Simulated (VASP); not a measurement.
# NbCd (Fm-3m) in VASP: single point with r2SCAN

Aim: the single point of NbCd with r2SCAN.

Program: VASP 6.6.1. These are calculated values, not measurements. Logs are shortened: lines on timing, memory, paths and dates and some standing lists are left out, and cuts for length are marked.

### 1 Starting point

Symmetry: Fm-3m, No. 225, cubic system. The conventional cell has a = 5.475 Å, b = 5.475 Å, c = 5.475 Å, α = 90.00°, β = 90.00°, γ = 90.00°. Nb (site symmetry m-3m) is surrounded by 6 Cd at 2.74 Å. Around Cd (site symmetry m-3m) lie 6 Nb at 2.74 Å.

The cell was built by a generator and needn't be a form met in nature.

### 2 Single point, r2SCAN

File POSCAR:

```
NbCd
1.0
    0.0000000000      2.7373289900      2.7373289900
    2.7373289900      0.0000000000      2.7373289900
    2.7373289900      2.7373289900      0.0000000000
Nb Cd
1 1
Direct
    0.0000000000      0.0000000000      0.0000000000
    0.5000000000      0.5000000000      0.5000000000
```

File INCAR.step1:

```
SYSTEM = NbCd
PREC = Accurate
ENCUT = 520
ISMEAR = -1
SIGMA = 0.1
LREAL = .FALSE.
LASPH = .TRUE.
NELM = 100
NBANDS = 20
GGA = PE
ALGO = Normal
EDIFF = 1E-4
LWAVE = .TRUE.
LCHARG = .FALSE.
```

File INCAR.step2:

```
SYSTEM = NbCd
PREC = Accurate
ENCUT = 520
EDIFF = 1E-6
ISMEAR = -1
SIGMA = 0.1
LREAL = .FALSE.
LASPH = .TRUE.
NELM = 100
ALGO = Normal
ISIF = 2
LWAVE = .FALSE.
LCHARG = .FALSE.
METAGGA = R2SCAN
LMIXTAU = .TRUE.
NBANDS = 20
ISTART = 1
```

File KPOINTS:

```
regular mesh
0
G
  11 11 11
  0 0 0
```

Potentials or basis: VASP PAW PBE potentials, release 64 (Nb_sv, Cd).

Run with:

```sh
cat potpaw_PBE.64/Nb_sv/POTCAR potpaw_PBE.64/Cd/POTCAR > POTCAR
cp INCAR.step1 INCAR
mpirun -np 1 vasp_std > vasp.out
cp INCAR.step2 INCAR
mpirun -np 1 vasp_std > vasp.out
```

OUTCAR:

```text
SYSTEM = NbCd
   PREC = Accurate
   ENCUT = 520
   EDIFF = 1E-6
   ISMEAR = -1
   LREAL = .FALSE.
   LASPH = .TRUE.
   NELM = 100
   ISIF = 2
   METAGGA = R2SCAN
   ISTART = 1

 ion  position               nearest neighbor table
   1  0.000  0.000  0.000-   2 2.74   2 2.74   2 2.74   2 2.74   2 2.74   2 2.74
   2  0.500  0.500  0.500-   1 2.74   1 2.74   1 2.74   1 2.74   1 2.74   1 2.74

  LATTYP: Found a face centered cubic cell.
 ALAT       =     5.4746579800

  Lattice vectors:

 A1 = (   0.0000000000,   2.7373289900,   2.7373289900)
 A2 = (   2.7373289900,   0.0000000000,   2.7373289900)
 A3 = (   2.7373289900,   2.7373289900,   0.0000000000)

Analysis of symmetry for initial positions (statically):
=====================================================================
 Subroutine PRICEL returns:
 Original cell was already a primitive cell.

 Routine SETGRP: Setting up the symmetry group for a
 face centered cubic supercell.

 Subroutine GETGRP returns: Found 48 space group operations
 (whereof 48 operations were pure point group operations)
 out of a pool of 48 trial point group operations.

The static configuration has the point symmetry O_h .

Analysis of symmetry for dynamics (positions and initial velocities):
=====================================================================
 Subroutine PRICEL returns:
 Original cell was already a primitive cell.

 Routine SETGRP: Setting up the symmetry group for a
 face centered cubic supercell.

 Subroutine GETGRP returns: Found 48 space group operations
 (whereof 48 operations were pure point group operations)
 out of a pool of 48 trial point group operations.

The dynamic configuration has the point symmetry O_h .

 Subroutine INISYM returns: Found 48 space group operations
 (whereof 48 operations are pure point group operations),
 and found     1 'primitive' translations

----------------------------------------------------------------------------------------

                                     Primitive cell

  volume of cell :      41.0214

  direct lattice vectors                    reciprocal lattice vectors
     0.000000000  2.737328990  2.737328990    -0.182659812  0.182659812  0.182659812
     2.737328990  0.000000000  2.737328990     0.182659812 -0.182659812  0.182659812
     2.737328990  2.737328990  0.000000000     0.182659812  0.182659812 -0.182659812

  length of vectors
     3.871167782  3.871167782  3.871167782     0.316376076  0.316376076  0.316376076

  position of ions in fractional coordinates (direct lattice)
     0.000000000  0.000000000  0.000000000
     0.500000000  0.500000000  0.500000000

  ion indices of the primitive-cell ions
   primitive index   ion index
                 1           1
                 2           2

----------------------------------------------------------------------------------------

 KPOINTS: regular mesh

Automatic generation of k-mesh.
 Grid dimensions read from file:
 generate k-points for:   11   11   11

 Generating k-lattice:

  Cartesian coordinates                     Fractional coordinates (reciprocal lattice)
    -0.016605437  0.016605437  0.016605437     0.090909091  0.000000000  0.000000000
     0.016605437 -0.016605437  0.016605437     0.000000000  0.090909091  0.000000000
     0.016605437  0.016605437 -0.016605437     0.000000000  0.000000000  0.090909091

  Length of vectors
     0.028761461  0.028761461  0.028761461

  Shift w.r.t. Gamma in fractional coordinates (k-lattice)
     0.000000000  0.000000000  0.000000000

 Subroutine IBZKPT returns following result:
 ===========================================

 Found     56 irreducible k-points:

 Following reciprocal coordinates:
            Coordinates               Weight
  0.000000  0.000000  0.000000      1.000000
  0.090909  0.000000  0.000000      8.000000
  0.181818  0.000000  0.000000      8.000000
  0.272727  0.000000  0.000000      8.000000
  0.363636  0.000000  0.000000      8.000000
  0.454545  0.000000  0.000000      8.000000
[... 16 lines left out ...]
 -0.272727  0.181818  0.000000     24.000000
 -0.181818  0.181818  0.000000     12.000000
 [... further k-points ...]
   k-points           NKPTS =     56   k-points in BZ     NKDIM =     56   number of bands    NBANDS=     20
   number of dos      NEDOS =    301   number of ions     NIONS =      2
   total plane-waves  NPLWV =  27000
   dimension x,y,z NGX =    30 NGY =   30 NGZ =   30
   dimension x,y,z NGXF=    60 NGYF=   60 NGZF=   60
   ions per type =               1   1
   NGX,Y,Z   is equivalent  to a cutoff of  12.88, 12.88, 12.88 a.u.
   NGXF,Y,Z  is equivalent  to a cutoff of  25.77, 25.77, 25.77 a.u.
 SYSTEM =  NbCd
   PREC   = accura    normal or accurate (medium, high low for compatibility)
   ISTART =      1    job   : 0-new  1-cont  2-samecut
   ICHARG =      0    charge: 1-file 2-atom 10-const
   ISPIN  =      1    spin polarized calculation?
   LNONCOLLINEAR =      F non collinear calculations
   LSORBIT =      F    spin-orbit coupling
   LASPH  =      T    aspherical Exc in radial PAW
   ENCUT  =  520.0 eV  38.22 Ry    6.18 a.u.   7.20  7.20  7.20*2*pi/ulx,y,z
   NELM   =    100;   NELMIN=  2; NELMDL=  0     # of ELM steps
   EDIFF  = 0.1E-05   stopping-criterion for ELM
   LREAL  =      F    real-space projection
   EDIFFG = 0.1E-04   stopping-criterion for IOM
   NSW    =      0    number of steps for IOM
   IBRION =     -1    ionic relax: 0-MD 1-quasi-New 2-CG
   NFREE  =      0    steps in history (QN), initial steepest desc. (CG)
   ISIF   =      2    stress and relaxation
   ISYM   =      2    0-nonsym 1-usesym 2-fastsym
   POTIM  = 0.5000    time-step for ionic-motion
   TEBEG  =    0.0;   TEEND  =   0.0 temperature during run
   PSTRESS=    0.0 pullay stress
   NELECT =      25.0000    total number of electrons
   NUPDOWN=      -1.0000    fix difference up-down
   EMIN   =  10.00;   EMAX   =-10.00  energy-range for DOS
   EFERMI =   0.00;   METHOD = LEGACY
   ISMEAR =    -1;   SIGMA  =   0.10  broadening in eV -4-tet -1-fermi 0-gaus
   EFERMI_NEDOS =   21; number of points for ismear=-14 and -15
   IALGO  =     38    algorithm
   IMIX   =      4    mixing-type and parameters
     AMIX     =   0.40;   BMIX     =  1.00
     AMIX_MAG =   1.60;   BMIX_MAG =  1.00
  volume/ion in A,a.u.               =      20.51       138.41
  Fermi-wavevector in a.u.,A,eV,Ry     =   1.387984  2.622910 26.211624  1.926500
  Thomas-Fermi vector in A             =   2.512153
   LORBIT       =      0    0 simple, 1 ext, 2 COOP (PROOUT), +10 PAW based schemes
   METAGGA = R2SCAN    functional components
   LHFCALC =     F    Hartree Fock is set to
   AEXX    =    0.0000 exact exchange contribution
   IVDW    =     0    specifies the selected vdW correction
   LEPSILON=     F    determine dielectric tensor
   LRPA    =     F    only Hartree local field effects (RPA)
 non-spin polarized calculation
  energy-cutoff  :      520.00
  volume of cell :       41.02
 maximum number of plane-waves:      1123
 NGX is ok and might be reduce to    30
   NGX = 15   NGY = 15   NGZ = 15

 number of electron      25.0000007 magnetization

 Free energy of the ion-electron system (eV)
  ---------------------------------------------------
  ext. energy  EPLUGINS =         0.00000000
  ---------------------------------------------------
  free energy    TOTEN  =       -42.82984563 eV

  energy without entropy =      -42.77992527  energy(sigma->0) =      -42.80488545

 E-fermi :   6.0267     XC(G=0): -12.4910

 val. band max:        6.0193597365   @ k =   0.1818   0.0000   0.0000
 cond. band min:       6.0464557919   @ k =  -0.3636   0.3636   0.0000
 fundamental gap:      0.0270960554
 Fermi energy:         6.0266981658

 k-point     1 :       0.0000    0.0000    0.0000
  band No.  band energies     occupation
      1     -50.9463      2.00000
      2     -26.2540      2.00000
      3     -26.2540      2.00000
      4     -26.2540      2.00000
      5      -3.2636      2.00000
      6      -3.2636      2.00000
[... 12 lines left out ...]
     19      14.7069      0.00000
     20      21.7129      0.00000

 k-point     2 :       0.0909    0.0000    0.0000
  band No.  band energies     occupation
      1     -50.9457      2.00000
      2     -26.2623      2.00000
      3     -26.2560      2.00000
      4     -26.2560      2.00000
      5      -3.2307      2.00000
      6      -3.2307      2.00000
[... 12 lines left out ...]
     19      14.9414      0.00000
     20      20.4038      0.00000

 k-point     3 :       0.1818    0.0000    0.0000
  band No.  band energies     occupation
      1     -50.9441      2.00000
      2     -26.2846      2.00000
      3     -26.2615      2.00000
      4     -26.2615      2.00000
      5      -3.1415      2.00000
      6      -3.1415      2.00000
[... 12 lines left out ...]
     19      15.4372      0.00000
     20      19.1079      0.00000

 k-point     4 :       0.2727    0.0000    0.0000
  band No.  band energies     occupation
      1     -50.9420      2.00000
      2     -26.3137      2.00000
      3     -26.2686      2.00000
      4     -26.2686      2.00000
      5      -3.0238      2.00000
      6      -3.0238      2.00000
[... 12 lines left out ...]
     19      16.1880      0.00000
     20      18.8637      0.00000

 k-point     5 :       0.3636    0.0000    0.0000
  band No.  band energies     occupation
      1     -50.9400      2.00000
      2     -26.3402      2.00000
      3     -26.2751      2.00000
      4     -26.2751      2.00000
      5      -2.9181      2.00000
      6      -2.9181      2.00000
[... 12 lines left out ...]
     19      16.7827      0.00000
     20      18.2335      0.00000

 k-point     6 :       0.4545    0.0000    0.0000
  band No.  band energies     occupation
      1     -50.9388      2.00000
      2     -26.3559      2.00000
      3     -26.2790      2.00000
      4     -26.2790      2.00000
      5      -2.8624      2.00000
      6      -2.8580      2.00000
[... 12 lines left out ...]
     19      16.7221      0.00000
     20      18.2813      0.00000

 k-point     7 :       0.0909    0.0909    0.0000
  band No.  band energies     occupation
      1     -50.9455      2.00000
      2     -26.2644      2.00000
      3     -26.2569      2.00000
      4     -26.2569      2.00000
      5      -3.2489      2.00000
      6      -3.1977      2.00000
[... 12 lines left out ...]
     19      15.0231      0.00000
     20      20.2727      0.00000
[... 277 lines left out ...]
 k-point    20 :       0.4545    0.1818    0.0000
  band No.  band energies     occupation
      1     -50.9388      2.00000
      2     -26.3400      2.00000
      3     -26.2887      2.00000
      4     -26.2813      2.00000
      5      -2.9611      2.00000
      6      -2.9534      2.00000
[... 12 lines left out ...]
     19      16.1640      0.00000
     20      19.8408      0.00000

 k-point    21 :      -0.4545    0.1818    0.0000
  band No.  band energies     occupation
      1     -50.9381      2.00000
      2     -26.3462      2.00000
      3     -26.2938      2.00000
      4     -26.2831      2.00000
      5      -2.9424      2.00000
      6      -2.8608      2.00000
[... 12 lines left out ...]
     19      15.8630      0.00000
     20      19.9145      0.00000

 k-point    22 :      -0.3636    0.1818    0.0000
  band No.  band energies     occupation
      1     -50.9385      2.00000
      2     -26.3426      2.00000
      3     -26.2933      2.00000
      4     -26.2814      2.00000
      5      -2.9865      2.00000
      6      -2.8258      2.00000
[... 12 lines left out ...]
     19      15.8124      0.00000
     20      19.1481      0.00000

 k-point    23 :      -0.2727    0.1818    0.0000
  band No.  band energies     occupation
      1     -50.9397      2.00000
      2     -26.3307      2.00000
      3     -26.2870      2.00000
      4     -26.2767      2.00000
      5      -3.0541      2.00000
      6      -2.8604      2.00000
[... 12 lines left out ...]
     19      16.4362      0.00000
     20      17.9763      0.00000

 k-point    24 :      -0.1818    0.1818    0.0000
  band No.  band energies     occupation
      1     -50.9414      2.00000
      2     -26.3141      2.00000
      3     -26.2769      2.00000
      4     -26.2706      2.00000
      5      -3.1130      2.00000
      6      -2.9180      2.00000
[... 12 lines left out ...]
     19      16.8360      0.00000
     20      17.2734      0.00000

 [... further k-points ...]
[... 5 lines left out ...]
  --------------------------------------------------------------------------------------
  -------------------------------------------------------------------------------------
  Total        1.4895977      1.4895977      1.4895977      0.0000000     -0.0000000      0.0000000
  in kB       58.1793123     58.1793123     58.1793123      0.0000000     -0.0000000      0.0000000
  external PRESSURE =      58.1793123 kB  Pullay stress =       0.0000000 kB

 VOLUME and BASIS-vectors are now :
 -----------------------------------------------------------------------------
  energy-cutoff  :      520.00
  volume of cell :       41.02
      direct lattice vectors                 reciprocal lattice vectors
     0.000000000  2.737328990  2.737328990    -0.182659812  0.182659812  0.182659812
     2.737328990  0.000000000  2.737328990     0.182659812 -0.182659812  0.182659812
     2.737328990  2.737328990  0.000000000     0.182659812  0.182659812 -0.182659812

 POSITION                                       TOTAL-FORCE (eV/Angst)
 -----------------------------------------------------------------------------------
      0.00000      0.00000      0.00000         0.000000     -0.000000      0.000000
      2.73733      2.73733      2.73733        -0.000000      0.000000     -0.000000
 -----------------------------------------------------------------------------------
    total drift:                                0.000000      0.000000      0.000000

  FREE ENERGIE OF THE ION-ELECTRON SYSTEM (eV)
  ---------------------------------------------------
  free  energy   TOTEN  =       -42.8298456339 eV

  energy  without entropy=      -42.7799252682  energy(sigma->0) =      -42.80488545
```

Wall time 5.2 min (1 thread of Intel Xeon Platinum 8375C at 2.90GHz (Ice Lake), shared host); peak memory 0.2 GiB.

Results:

```
Free energy            : -42.8298 eV
Pressure               : 5.8 GPa
Band gap on the k mesh : none (metal or under the smearing width)
```

Caveat: the PAW data sets were made with another functional, which shifts forces and pressure a little.
